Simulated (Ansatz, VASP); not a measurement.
# Cross-check of SnGeC2 (CuAu-ordered zincblende type (invented)) between VASP and Ansatz

One calculation is typed for both programs; each brings its own data sets. How far apart do they land? The cell is generated by rule, not measured, and may not be a known phase. The cell is taken from a series of runs on this material, whose earlier steps may have relaxed, scaled, displaced or heated it; both programs get it as it stands.

Main program and level: Ansatz 0.2.0; plane waves, with VASP 6.6.1 beside it; relaxation of cell and atoms at PBEsol.

## (1) The starting structure

It takes space group P-4m2 (No. 115, tetragonal). Conventional cell: a = 3.385 Å, b = 3.385 Å, c = 4.827 Å, α = 90.00°, β = 90.00°, γ = 90.00°. Nearest to Ge lie 4 C at 2.01 Å. Nearest to Sn lie 4 C at 2.15 Å. C has 2 Ge at 2.01 Å and 2 Sn at 2.15 Å nearest. Farther neighbours are not listed.

As a file:

```cif
data_structure
_symmetry_space_group_name_H-M 'P 1'
_symmetry_Int_Tables_number 1
_cell_length_a 3.3851
_cell_length_b 3.3851
_cell_length_c 4.8266
_cell_angle_alpha 90.000
_cell_angle_beta 90.000
_cell_angle_gamma 90.000
_cell_volume 55.31
loop_
_atom_site_label
_atom_site_type_symbol
_atom_site_fract_x
_atom_site_fract_y
_atom_site_fract_z
_atom_site_occupancy
Ge1 Ge 0.00000 0.00000 0.00000 1
Sn2 Sn 0.50000 0.50000 0.50000 1
C3 C 0.00000 0.50000 0.22499 1
C4 C 0.50000 0.00000 0.77501 1
```

## (2) Ansatz: relaxation of cell and atoms, PBEsol, pair 1

Ansatz runs on its default PAW (the set named soft_2) files.

The relaxed volume is the usual yardstick between codes: in a stiff, nearly cubic crystal its relative difference is about their pressure difference at one cell divided by the bulk modulus.

Input file input.yaml:

```yaml
crystal:
  lattice:
    - [3.3850740034, 0.0, 0.0]
    - [0.0, 3.3850740034, 0.0]
    - [0.0, 0.0, 4.8266245349]
  atoms:
    - { symbol: Ge, position: [0.0, 0.0, 0.0] }
    - { symbol: Sn, position: [0.5, 0.5, 0.5] }
    - { symbol: C, position: [0.0, 0.5, 0.2249911541] }
    - { symbol: C, position: [0.5, 0.0, 0.7750088459] }
kpoints:
  mp_grid: { grid: [8, 8, 6] }
hamiltonian:
  xc: pbesol
scf:
  occupations: { method: fixed }
output:
  forces: true
  stress: true
  eigenvalues: true
  write_density: true
  write_potential: true
  elf: true
  volumetric_format: npy
relax:
  adjacent_minimum: "off"
  f_tol: 0.001
  max_steps: 60
  cell: { stress_tol: 0.01 }
```

Run with:

```bash
$ ansatz run input.yaml --threads 2 --pin off --max-ram 5120MiB --backend cpu --events-out ev --progress --plain --runs-dir out
```

Numbers of over 12 decimals in the logs are rounded to 6 here.

The program printed:

```text
Engine: ansatz 0.2.0, aarch64-unknown-linux-gnu
Pseudopotentials: kind: paw
Pseudopotential: Ge, paw, valence charge 14, recommended cutoff 420 eV (normal), Ge.paw.azcp
Pseudopotential: Sn, paw, valence charge 14, recommended cutoff 420 eV (normal), Sn.paw.azcp
Pseudopotential: C, paw, valence charge 4, recommended cutoff 420 eV (normal), C.paw.azcp
Functional definition: PBEsol
  exchange = pbesol_x
  correlation = pbesol_c
Crystal: 4 atoms, lattice volume = 55.307 Å³
Basis set: ecut = 420 eV, 1057 PW (Γ), exchange–correlation on 48×48×72 points (8 copies of the dense FFT grid, shifted against one another)
Bands: 22, of which v1, the nominal top of the filled ones, is band 18 counted from 1 (17 counted from 0)
Symmetry: 8 space group operations
Space group: P-4m2 (ITA 115), of the structure as read, at distance tolerance 3.8e-5 Å
k-points: 60 of 384 (time reversal used)
Non-local potential: Ge, projectors of the file, l = 0: 2, l = 1: 2, l = 2: 3, l = 3: 1
Non-local potential: Sn, projectors of the file, l = 0: 2, l = 1: 2, l = 2: 2, l = 3: 2
Non-local potential: C, projectors of the file, l = 0: 2, l = 1: 2, l = 2: 1
PAW form: soft (Blöchl's): semilocal exchange-correlation on the pseudo side does not see the compensation charge
PAW frozen core: Ge, regenerated for the run's functional, and the local potential with it (the file was generated under x = pbe(κ = 0.804, μ = 0.219515), c = pbe(β = 0.066725))
PAW frozen core: Sn, regenerated for the run's functional, and the local potential with it (the file was generated under x = pbe(κ = 0.804, μ = 0.219515), c = pbe(β = 0.066725))
PAW frozen core: C, regenerated for the run's functional, and the local potential with it (the file was generated under x = pbe(κ = 0.804, μ = 0.219515), c = pbe(β = 0.066725))
PAW one-centre angular grid: Ge, 590 points (default); XC on 64 Gauss nodes
PAW one-centre angular grid: Sn, 590 points (default); XC on 64 Gauss nodes
PAW one-centre angular grid: C, 110 points (default); XC on 64 Gauss nodes
Initial density: superposition of atomic densities (neutral atoms: chi_scale 0, normalization atom), corrected by the library's trained network
Initial wavefunctions: pseudopotential atomic-orbital guess
Functional: x = pbesol(κ = 0.804, μ = 0.123457), c = pbesol(β = 0.046)
SCF iter   1: F=—  HF=-10694.136393 eV  |F-HF|=—  |Δ(HF+E_count)|=         —  Δρ=1.13e-2  dr2=9.26e-2  ethr=1.77e-3  ⟨swp⟩=5.0  Hψ=5346  notcnv=0  defer=116
preconditioner: auto → none  [insulator: Δε(μ)=1.088 eV  Ē_g=19.590 eV  n_scr=14 (ndim 8)  ℏωp=30.0 eV  f_vac=0.000  ε∞_Penn≈3.3]
SCF iter   2: F=—  HF=-10694.112637 eV  |F-HF|=—  |Δ(HF+E_count)|=   2.38e-2  Δρ=4.59e-3  dr2=1.41e-2  ethr=2.57e-4  ⟨swp⟩=2.1  Hψ=2327  notcnv=0  defer=118
SCF iter   3: F=—  HF=-10694.108293 eV  |F-HF|=—  |Δ(HF+E_count)|=   4.34e-3  Δρ=1.00e-3  dr2=3.14e-4  ethr=3.93e-5  ⟨swp⟩=2.1  Hψ=1880  notcnv=0  defer=120
SCF iter   4: F=—  HF=-10694.108265 eV  |F-HF|=—  |Δ(HF+E_count)|=   2.72e-5  Δρ=2.59e-4  dr2=1.73e-5  ethr=8.72e-7  ⟨swp⟩=2.0  Hψ=2109  notcnv=0  defer=119
SCF iter   5: F=—  HF=-10694.108275 eV  |F-HF|=—  |Δ(HF+E_count)|=   9.24e-6  Δρ=7.82e-5  dr2=2.10e-6  ethr=4.81e-8  ⟨swp⟩=2.9  Hψ=2320  notcnv=0  defer=4
SCF iter   6: F=—  HF=-10694.108275 eV  |F-HF|=—  |Δ(HF+E_count)|=   2.88e-7  Δρ=1.63e-5  dr2=1.68e-7  ethr=5.84e-9  ⟨swp⟩=2.4  Hψ=2328  notcnv=0  defer=4
SCF iter   7: F=-10694.108275 eV  HF=-10694.108275 eV  |F-HF|=5.50e-9  |Δ(HF+E_count)|=   1.38e-8  Δρ=5.41e-6  dr2=9.15e-9  ethr=2.78e-10  ⟨swp⟩=11.2  Hψ=9967  notcnv=0
SCF 1 converged in 7 iterations: F = -10694.108275 eV  dr2 = 9.15e-9
  greatest PAW one-centre occupation: 0.998 electrons in one spin orbital (limit 2), on the Ge atom at site 0 (counted from 0), in its partial waves of l = 2
relax step   1: F+E_penalty+E_count = -10694.10827481 eV  Δ(F+E_penalty+E_count) = +0.000e0 eV  max|allowed force component| = 2.274e-4 eV/Å  Δτ_max = 0.0000 Å  P = +0.002 GPa  Ω = 55.307 Å³  (7 SCF iters, dr2 threshold 1.00e-7 eV, accepted)
Initial density: handed on by an earlier stage of this run
Initial wavefunctions: pseudopotential atomic-orbital guess (no wavefunctions were taken with the density)
iter 1 solved again at ethr=2.57e-7 eV; its pass at ethr=3.10e-3 eV (dr2=9.27e-5 eV) is discarded
SCF iter   1: F=—  HF=-10694.108266 eV  |F-HF|=—  |Δ(HF+E_count)|=         —  Δρ=6.75e-6  dr2=2.53e-8  ethr=2.57e-7  ⟨swp⟩=2.0  Hψ=8322  notcnv=0  defer=120
eigensolver tolerance schedule: the retry pair's looser diagonalisation over-reported the residual by 3661.32 of it (diagonalisation noise at 0.44 of the residual, at the tolerance the schedule requests for it); recorded, not acted on — ethr = c·dr2/N_el stays at c = 1.0e-1
preconditioner: auto → none  [insulator: Δε(μ)=1.249 eV  Ē_g=19.599 eV  n_scr=14 (ndim 8)  ℏωp=30.0 eV  f_vac=0.000  ε∞_Penn≈3.3]
SCF iter   2: F=—  HF=-10694.108275 eV  |F-HF|=—  |Δ(HF+E_count)|=   8.72e-6  Δρ=6.20e-6  dr2=3.39e-8  ethr=7.03e-11  ⟨swp⟩=3.1  Hψ=2813  notcnv=0  defer=90
SCF iter   3: F=—  HF=-10694.108275 eV  |F-HF|=—  |Δ(HF+E_count)|=   7.80e-9  Δρ=2.42e-6  dr2=2.85e-9  ethr=7.03e-11  ⟨swp⟩=2.0  Hψ=1671  notcnv=0  defer=91
SCF iter   4: F=—  HF=-10694.108275 eV  |F-HF|=—  |Δ(HF+E_count)|=   1.54e-9  Δρ=9.18e-7  dr2=8.32e-10  ethr=7.93e-12  ⟨swp⟩=3.0  Hψ=2485  notcnv=0  defer=91
SCF iter   5: F=—  HF=-10694.108275 eV  |F-HF|=—  |Δ(HF+E_count)|=  2.00e-10  Δρ=5.85e-7  dr2=3.05e-10  ethr=2.31e-12  ⟨swp⟩=2.3  Hψ=2412  notcnv=0  defer=91
SCF iter   6: F=—  HF=-10694.108275 eV  |F-HF|=—  |Δ(HF+E_count)|=  8.19e-11  Δρ=1.80e-7  dr2=3.59e-11  ethr=1.00e-12  ⟨swp⟩=2.0  Hψ=1506  notcnv=0  defer=91
SCF iter   7: F=—  HF=-10694.108275 eV  |F-HF|=—  |Δ(HF+E_count)|=  9.09e-12  Δρ=1.17e-7  dr2=1.04e-11  ethr=1.00e-12  ⟨swp⟩=1.0  Hψ=1320  notcnv=0  defer=91
SCF iter   8: F=-10694.108275 eV  HF=-10694.108275 eV  |F-HF|=1.82e-12  |Δ(HF+E_count)|=  1.82e-12  Δρ=3.48e-8  dr2=9.28e-13  ethr=1.00e-12  ⟨swp⟩=7.7  Hψ=7094  notcnv=0
SCF 2 converged in 8 iterations: F = -10694.108275 eV  dr2 = 9.28e-13
relax step   2: F+E_penalty+E_count = -10694.10827481 eV  Δ(F+E_penalty+E_count) = -3.756e-9 eV  max|allowed force component| = 1.653e-4 eV/Å  Δτ_max = 0.0000 Å  P = +0.002 GPa  Ω = 55.307 Å³  stress off target by 5.67e-3 GPa  SCF on the basis re-selected at this cell (its energy is not comparable with the rows above)  (8 SCF iters)
basis re-selected at this cell: Δ(F+E_penalty+E_count) = -3.756e-9 eV, ΔP = +0.000 GPa vs the last step (what re-selecting the basis moved, of the pressure what is left beyond the Pulay correction that the steps carried, after the strain that the cell walked since its last selection, with what the two solves' SCF thresholds leave and, on support functions, any second-order correction that the steps lacked; it is no m [...]
SCF converged after 8 iterations
Free energy (F): -10694.108275 eV
Harris-Foulkes:  -10694.108275 eV  (|F-HF|=1.82e-12)
Internal energy: -10694.108275 eV  (E = F + TS)
E sigma→0 (E₀):  -10694.108275 eV
Fermi energy:    11.260763 eV
--- Per-component energies (eV) ---
  E_band       = -144.561455
  E_kinetic    = 476.631928
  E_local      = -3197.037256  (includes V_loc(G=0)·N_el)
  E_nonlocal   = 447.136329
  E_hartree    = 1550.623928
  E_xc         = -548.471373
  E_vxc        = -279.450335  (∫ρ·V_xc dr)
  E_paw        = -6241.934116  (= ΣΔE_a)
  E_vpaw       = -693.090262  (= ΣTr[D̂ρ^β])
  E_aug_tail   = 0.000296  (compensation charges beyond the density's cutoff)
  E_ewald      = -3182.302988
  E_core_change = 1.244977  (= ΣΔE_core)
  E_smearing   = -0.000000  (= −TS)
  E_closure    = -0.000000  (closes the sum)
  Σ components = -10694.108275   (vs F -10694.108275, Δ=0.00e0)
--- Forces (eV/Å), atoms counted from 1 ---
  atom   1  Ge    -0.00000000     0.00000000     0.00000000
  atom   2  Sn    -0.00000000     0.00000000     0.00000000
  atom   3  C      0.00000000     0.00000000     0.00016525
  atom   4  C      0.00000000     0.00000000    -0.00016525
  max |Σ_I F_I| component: 1.11e-16 eV/Å
--- Stress (GPa, compression-positive) ---
        0.000742       0.000000      -0.000000
        0.000000       0.000742       0.000000
       -0.000000       0.000000       0.005665
  P = ⅓ Tr σ = 0.0024 GPa (0.024 kbar)
--- Band table (eV; the first three rows and the last of 60) ---
  k-point 0: bands = [... 14 lower, 7.7343, 10.8956, 11.2608, 11.2608, 12.8016, 12.8817, 14.4765, 17.2537]
  k-point 1: bands = [... 14 lower, 7.8779, 10.1745, 10.9207, 10.9207, 12.8381, 13.6148, 14.6535, 16.7424]
  k-point 2: bands = [... 14 lower, 8.2675, 8.8336, 10.1933, 10.1933, 13.3103, 14.4685, 14.9498, 15.9219]
  k-point 59: bands = [... 14 lower, 6.6040, 6.6040, 6.6670, 6.7847, 15.8800, 15.8800, 17.3155, 17.5226]
--- Relaxed structure (1 steps of the walk, 1 accepted, 1 SCFs on fresh bases) ---
  F+E_penalty+E_count = -10694.10827481 eV   max|allowed force component| = 1.653e-4 eV/Å   (the final SCF, on the basis selected at the relaxed cell)
  cell:  # Å, volume = 55.3070 Å³
    - [3.3850740034, 0.0, 0.0]
    - [0.0, 3.3850740034, 0.0]
    - [0.0, 0.0, 4.8266245349]
  atoms:
    - { symbol: Ge, position: [0.0, 0.0, 0.0] }
    - { symbol: Sn, position: [0.5, 0.5, 0.5] }
    - { symbol: C, position: [0.0, 0.5, 0.2249911541] }
    - { symbol: C, position: [0.5, 0.0, 0.7750088459] }
```

The column dr2 measures how far the density is from self-consistency, as an energy; F and HF (Harris–Foulkes) agree once it is small.

(Continued in part 2 of 3.)

[Lines on the potential files, build, host, timing and source positions are cut from VASP's logs without a mark.]

[Logs are printed without paths, hosts, clocks, repeated set-up lines and the standing remarks that a program may print on its own settings, such as how far it seeks lower states.]

[Hosts, paths, dates, database ids (printed as entryN), source tags and the programs' standing remarks are cut or masked in the printed files.]
